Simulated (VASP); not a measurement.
# La2Zn6Sb3 (P1) in VASP: single point with PBE

Aim: the single point of La2Zn6Sb3 with PBE.

Everything below comes from runs of VASP 6.6.1. Logs are shortened: lines on timing, memory, paths and dates and some standing lists are left out, and cuts for length are marked.

**1. The structure**

The typed cell holds 11 atoms: a = 8.006 Å, b = 8.005 Å, c = 4.295 Å, α = 89.89°, β = 90.11°, γ = 120.24°.

The cell was built by a generator and needn't be a form met in nature.

**2. Single point, PBE**

The input, INCAR:

```
SYSTEM = La2Zn6Sb3
PREC = Accurate
ENCUT = 520
EDIFF = 1E-6
ISMEAR = 0
SIGMA = 0.1
LREAL = .False.
LASPH = .True.
NELM = 100
ALGO = Fast
ISIF = 2
LWAVE = .False.
LCHARG = .False.
GGA = PE
NBANDS = 66
```

The input, KPOINTS:

```
Automatic mesh
0
Gamma
  2 2 4
  0 0 0
```

The input, POSCAR:

```
La2Zn6Sb3
1.0
    8.0062280000     -0.0164480000     -0.0078200000
   -4.0173590000      6.9236880000      0.0075610000
   -0.0042090000      0.0022690000      4.2947080000
Zn Sb La
6 3 2
Direct
    0.1789139895      0.0100519202      0.0085579985
    0.8354810408      0.8171555008      0.9842473456
    0.9975972097      0.1752249400      0.9729682052
    0.7174965273      0.0018456060      0.4852280686
    0.2791317561      0.2961073583      0.5029508275
    0.0074568473      0.7381951700      0.5137110180
    0.3649898712      0.9727311658      0.5157573927
    0.6189270785      0.6237825278      0.4986822364
    0.0043957273      0.3789029481      0.5409898623
    0.3176046537      0.6424533511      0.9887191582
    0.6700038680      0.3488895687      0.9584412901
```

Potentials or basis: VASP PAW PBE potentials, release 64 (Zn, Sb, La).

Launch:

```console
$ cat potpaw_PBE.64/Zn/POTCAR potpaw_PBE.64/Sb/POTCAR potpaw_PBE.64/La/POTCAR > POTCAR
$ mpirun -np 1 vasp_std > vasp.out
```

OUTCAR:

```text
SYSTEM = La2Zn6Sb3
   PREC = Accurate
   ENCUT = 520
   EDIFF = 1E-6
   ISMEAR = 0
   LREAL = .False.
   LASPH = .True.
   NELM = 100
   ISIF = 2
   GGA = PE

 ion  position               nearest neighbor table
   1  0.179  0.010  0.009-   2 2.38   3 2.41   7 2.69   7 2.74   6 2.85   6 2.88   5 2.93   5 2.96

   2  0.835  0.817  0.984-   1 2.38   3 2.48   8 2.65   6 2.70   8 2.75   6 2.89   4 3.01   4 3.02
                            11 3.29
   3  0.998  0.175  0.973-   1 2.41   9 2.45   2 2.48   5 2.81   4 2.86   9 2.92   4 2.94   5 3.00
                            10 3.30
   4  0.717  0.002  0.485-   7 2.72   8 2.72   9 2.73   3 2.86   3 2.94   2 3.01   2 3.02
   5  0.279  0.296  0.503-   9 2.60   8 2.66   3 2.81   1 2.93   1 2.96   7 2.99   3 3.00  10 3.36

   6  0.007  0.738  0.514-   7 2.51   2 2.70   8 2.77   1 2.85   9 2.87   1 2.88   2 2.89
   7  0.365  0.973  0.516-   6 2.51   1 2.69   4 2.72   1 2.74   5 2.99  10 3.20  11 3.35  10 3.36
                            11 3.65
   8  0.619  0.624  0.499-   2 2.65   5 2.66   4 2.72   2 2.75   6 2.77  11 3.13  10 3.26  10 3.31
                            11 3.36
   9  0.004  0.379  0.541-   3 2.45   5 2.60   4 2.73   6 2.87   3 2.92  10 3.02  11 3.13  10 3.32
                            11 3.58
  10  0.318  0.642  0.989-   9 3.02   7 3.20   8 3.26   3 3.30   8 3.31   9 3.32   7 3.36   5 3.36

  11  0.670  0.349  0.958-   8 3.13   9 3.13   2 3.29   7 3.35   8 3.36   9 3.58   7 3.65

  LATTYP: Found a triclinic cell.
 ALAT       =     9.0769512115
 B/A-ratio  =     0.4731446233
 C/A-ratio  =     0.8787399726
 COS(alpha) =     0.0000650678
 COS(beta)  =     0.4392396377
 COS(gamma) =     0.4714748852

  Lattice vectors:

 A1 = (   4.0131500000,  -6.9214190000,   4.2871470000)
 A2 = (  -0.0042090000,   0.0022690000,   4.2947080000)
 A3 = (  -3.9888690000,  -6.9072400000,   0.0002590000)

Analysis of symmetry for initial positions (statically):
=====================================================================
 Subroutine PRICEL returns:
 Original cell was already a primitive cell.

 Routine SETGRP: Setting up the symmetry group for a
 triclinic supercell.

 Subroutine GETGRP returns: Found  1 space group operations
 (whereof  1 operations were pure point group operations)
 out of a pool of  2 trial point group operations.

The static configuration has the point symmetry C_1 .

Analysis of symmetry for dynamics (positions and initial velocities):
=====================================================================
 Subroutine PRICEL returns:
 Original cell was already a primitive cell.

 Routine SETGRP: Setting up the symmetry group for a
 triclinic supercell.

 Subroutine GETGRP returns: Found  1 space group operations
 (whereof  1 operations were pure point group operations)
 out of a pool of  2 trial point group operations.

The dynamic configuration has the point symmetry C_1 .

 Subroutine INISYM returns: Found  1 space group operations
 (whereof  1 operations are pure point group operations),
 and found     1 'primitive' translations

----------------------------------------------------------------------------------------

                                     Primitive cell

  volume of cell :     237.7829

  direct lattice vectors                    reciprocal lattice vectors
     8.006228000 -0.016448000 -0.007820000     0.125051911  0.072559275  0.000084221
    -4.017359000  6.923688000  0.007561000     0.000297000  0.144604109 -0.000076107
    -0.004209000  0.002269000  4.294708000     0.000227177 -0.000122462  0.232844988

  length of vectors
     8.006248714  8.004791442  4.294710662     0.144578131  0.144604434  0.232845131

  position of ions in fractional coordinates (direct lattice)
     0.178913990  0.010051920  0.008557999
     0.835481041  0.817155501  0.984247346
     0.997597210  0.175224940  0.972968205
     0.717496527  0.001845606  0.485228069
     0.279131756  0.296107358  0.502950828
     0.007456847  0.738195170  0.513711018
     0.364989871  0.972731166  0.515757393
     0.618927079  0.623782528  0.498682236
     0.004395727  0.378902948  0.540989862
     0.317604654  0.642453351  0.988719158
     0.670003868  0.348889569  0.958441290

  ion indices of the primitive-cell ions
   primitive index   ion index
                 1           1
                 2           2
                 3           3
                 4           4
                 5           5
                 6           6
                 7           7
                 8           8
                 9           9
                10          10
                11          11

----------------------------------------------------------------------------------------

 KPOINTS: Automatic mesh

Automatic generation of k-mesh.
 Grid dimensions read from file:
 generate k-points for:    2    2    4

 Generating k-lattice:

  Cartesian coordinates                     Fractional coordinates (reciprocal lattice)
     0.062525956  0.036279638  0.000042111     0.500000000 -0.000000000 -0.000000000
     0.000148500  0.072302054 -0.000038053     0.000000000  0.500000000  0.000000000
     0.000056794 -0.000030615  0.058211247     0.000000000 -0.000000000  0.250000000

  Length of vectors
     0.072289066  0.072302217  0.058211283

  Shift w.r.t. Gamma in fractional coordinates (k-lattice)
     0.000000000  0.000000000  0.000000000

 Subroutine IBZKPT returns following result:
 ===========================================

 Found     12 irreducible k-points:

 Following reciprocal coordinates:
            Coordinates               Weight
  0.000000  0.000000  0.000000      1.000000
  0.500000  0.000000  0.000000      1.000000
 -0.000000  0.500000  0.000000      1.000000
  0.500000  0.500000  0.000000      1.000000
 -0.000000 -0.000000  0.250000      2.000000
  0.500000  0.000000  0.250000      2.000000
 -0.000000  0.500000  0.250000      2.000000
  0.500000  0.500000  0.250000      2.000000
 -0.000000 -0.000000  0.500000      1.000000
  0.500000  0.000000  0.500000      1.000000
 -0.000000  0.500000  0.500000      1.000000
  0.500000  0.500000  0.500000      1.000000
   k-points           NKPTS =     12   k-points in BZ     NKDIM =     12   number of bands    NBANDS=     66
   number of dos      NEDOS =    301   number of ions     NIONS =     11
   total plane-waves  NPLWV = 115200
   dimension x,y,z NGX =    60 NGY =   60 NGZ =   32
   dimension x,y,z NGXF=   120 NGYF=  120 NGZF=   64
   ions per type =               6   3   2
   NGX,Y,Z   is equivalent  to a cutoff of  12.46, 12.46, 12.39 a.u.
   NGXF,Y,Z  is equivalent  to a cutoff of  24.92, 24.92, 24.77 a.u.
 SYSTEM =  La2Zn6Sb3
   PREC   = accura    normal or accurate (medium, high low for compatibility)
   ISTART =      0    job   : 0-new  1-cont  2-samecut
   ICHARG =      2    charge: 1-file 2-atom 10-const
   ISPIN  =      1    spin polarized calculation?
   LNONCOLLINEAR =      F non collinear calculations
   LSORBIT =      F    spin-orbit coupling
   LASPH  =      T    aspherical Exc in radial PAW
   ENCUT  =  520.0 eV  38.22 Ry    6.18 a.u.  14.89 14.88  7.99*2*pi/ulx,y,z
   NELM   =    100;   NELMIN=  2; NELMDL= -5     # of ELM steps
   EDIFF  = 0.1E-05   stopping-criterion for ELM
   LREAL  =      F    real-space projection
   EDIFFG = 0.1E-04   stopping-criterion for IOM
   NSW    =      0    number of steps for IOM
   IBRION =     -1    ionic relax: 0-MD 1-quasi-New 2-CG
   NFREE  =      0    steps in history (QN), initial steepest desc. (CG)
   ISIF   =      2    stress and relaxation
   ISYM   =      2    0-nonsym 1-usesym 2-fastsym
   POTIM  = 0.5000    time-step for ionic-motion
   TEBEG  =    0.0;   TEEND  =   0.0 temperature during run
   PSTRESS=    0.0 pullay stress
   NELECT =     109.0000    total number of electrons
   NUPDOWN=      -1.0000    fix difference up-down
   EMIN   =  10.00;   EMAX   =-10.00  energy-range for DOS
   EFERMI =   0.00;   METHOD = LEGACY
   ISMEAR =     0;   SIGMA  =   0.10  broadening in eV -4-tet -1-fermi 0-gaus
   EFERMI_NEDOS =   21; number of points for ismear=-14 and -15
   IALGO  =     68    algorithm
   IMIX   =      4    mixing-type and parameters
     AMIX     =   0.40;   BMIX     =  1.00
     AMIX_MAG =   1.60;   BMIX_MAG =  1.00
  volume/ion in A,a.u.               =      21.62       145.88
  Fermi-wavevector in a.u.,A,eV,Ry     =   1.262283  2.385369 21.678965  1.593359
  Thomas-Fermi vector in A             =   2.395699
   LORBIT       =      0    0 simple, 1 ext, 2 COOP (PROOUT), +10 PAW based schemes
   GGA     = PE    functional components
   LHFCALC =     F    Hartree Fock is set to
   AEXX    =    0.0000 exact exchange contribution
   IVDW    =     0    specifies the selected vdW correction
   LEPSILON=     F    determine dielectric tensor
   LRPA    =     F    only Hartree local field effects (RPA)
 non-spin polarized calculation
 RMM-DIIS sequential band-by-band and
 Gauss-broadening in eV      SIGMA  =   0.10
  energy-cutoff  :      520.00
  volume of cell :      237.78
 maximum number of plane-waves:      6460
 NGX is ok and might be reduce to    60
   NGX = 29   NGY = 29   NGZ = 15

 number of electron     109.0000019 magnetization

 Free energy of the ion-electron system (eV)
  ---------------------------------------------------
  ext. energy  EPLUGINS =         0.00000000
  ---------------------------------------------------
  free energy    TOTEN  =       -31.39895246 eV

  energy without entropy =      -31.37424499  energy(sigma->0) =      -31.38659872

 E-fermi :   6.9952     XC(G=0): -10.5876

 val. band max:        6.9540993895   @ k =   0.5000   0.0000   0.5000
 cond. band min:       7.0019760159   @ k =  -0.0000   0.5000   0.5000
 fundamental gap:      0.0478766264
 Fermi energy:         6.9951895633

 k-point     1 :       0.0000    0.0000    0.0000
  band No.  band energies     occupation
      1     -26.2998      2.00000
      2     -26.1587      2.00000
      3     -10.2493      2.00000
      4     -10.1846      2.00000
      5     -10.0650      2.00000
      6     -10.0002      2.00000
[... 817 lines left out ...]
     65       8.7035      0.00000
     66       8.7543      0.00000

------------------------ aborting loop because EDIFF is reached ----------------------------------------

  FORCE on cell =-STRESS in cart. coord.  units (eV):
  Direction    XX          YY          ZZ          XY          YZ          ZX
  --------------------------------------------------------------------------------------
  -------------------------------------------------------------------------------------
  Total       12.4333600     11.1707406      8.1303702      1.7504014     -0.9676961      1.2382419
  in kB       83.7757927     75.2682822     54.7823123     11.7941786     -6.5203220      8.3432552
  external PRESSURE =      71.2754624 kB  Pullay stress =       0.0000000 kB

 VOLUME and BASIS-vectors are now :
 -----------------------------------------------------------------------------
  energy-cutoff  :      520.00
  volume of cell :      237.78
      direct lattice vectors                 reciprocal lattice vectors
     8.006228000 -0.016448000 -0.007820000     0.125051911  0.072559275  0.000084221
    -4.017359000  6.923688000  0.007561000     0.000297000  0.144604109 -0.000076107
    -0.004209000  0.002269000  4.294708000     0.000227177 -0.000122462  0.232844988

 POSITION                                       TOTAL-FORCE (eV/Angst)
 -----------------------------------------------------------------------------------
      1.39201      0.06667      0.03543         0.392159      0.307581      0.215181
      3.40210      5.64622      4.22670        -0.335095      0.076500      0.331227
      7.27895      1.19900      4.17214         0.026910     -0.824530      1.412095
      5.73498      0.00208      2.07832         0.064747      0.024309     -0.150658
      1.04311      2.04670      2.16008         0.771048     -0.724820     -0.215040
     -2.90806      5.11208      2.21176        -0.617541     -0.870697     -0.041266
     -0.98779      6.73005      2.21953         1.514510      1.409395     -0.445557
      2.44721      4.30983      2.14157        -0.478087     -0.646328     -0.597677
     -1.48927      2.62456      2.32622        -1.818570      1.223717     -2.353405
     -0.04231      4.44517      4.24863         0.519011      0.695561      0.804189
      3.95855      2.40676      4.11362        -0.039092     -0.670687      1.040910
 -----------------------------------------------------------------------------------
    total drift:                                0.000889      0.000759     -0.002582

  FREE ENERGIE OF THE ION-ELECTRON SYSTEM (eV)
  ---------------------------------------------------
  free  energy   TOTEN  =       -31.3989524576 eV

  energy  without entropy=      -31.3742449920  energy(sigma->0) =      -31.38659872
```

Run time: 6.1 min. Hardware: 1 thread of Intel Xeon 6975P-C (Granite Rapids), shared host; peak memory 0.45 GiB.

What came out:

- Free energy: -31.3990 eV
- Pressure: 7.1 GPa
- Largest force: 3.216 eV/Å
- Band gap on the k mesh: none (metal or under the smearing width)

Forces in eV/Å, atoms in the order of the input:
```
Zn   0.392  0.308  0.215
Zn  -0.335  0.076  0.331
Zn   0.027 -0.825  1.412
Zn   0.065  0.024 -0.151
Zn   0.771 -0.725 -0.215
Zn  -0.618 -0.871 -0.041
Sb   1.515  1.409 -0.446
Sb  -0.478 -0.646 -0.598
Sb  -1.819  1.224 -2.353
La   0.519  0.696  0.804
La  -0.039 -0.671  1.041
```

Levels at points of the mesh, in eV from the Fermi level:
```
           k point  band 51  band 52  band 53  band 54  band 55  band 56  band 57  band 58
(0.00, 0.00, 0.00)    -2.00    -0.92    -0.57    -0.24    -0.09     0.28     0.38     0.57
(0.50, 0.00, 0.00)    -1.97    -1.25    -1.06    -0.40    -0.18     0.18     0.74     1.15
(0.00, 0.50, 0.00)    -2.12    -1.35    -1.09    -0.45    -0.09     0.39     0.68     1.16
(0.50, 0.50, 0.00)    -2.00    -1.27    -1.13    -0.45     0.01     0.39     0.71     0.97
(0.00, 0.00, 0.50)    -2.20    -2.10    -1.80    -0.55     0.13     0.36     0.50     0.59
(0.50, 0.00, 0.50)    -2.59    -2.53    -1.40    -0.33    -0.18    -0.04     0.30     0.77
(0.00, 0.50, 0.50)    -2.87    -2.46    -1.78    -0.48    -0.14     0.01     0.14     0.95
(0.50, 0.50, 0.50)    -2.75    -2.70    -1.39    -0.28    -0.13     0.07     0.44     0.84
```

Caveat: the k mesh is coarse (spacing up to 0.45 Å⁻¹), so the values aren't converged; forces of over 1 eV/Å show positions far from the minimum, so gaps and moduli don't describe the material at rest.
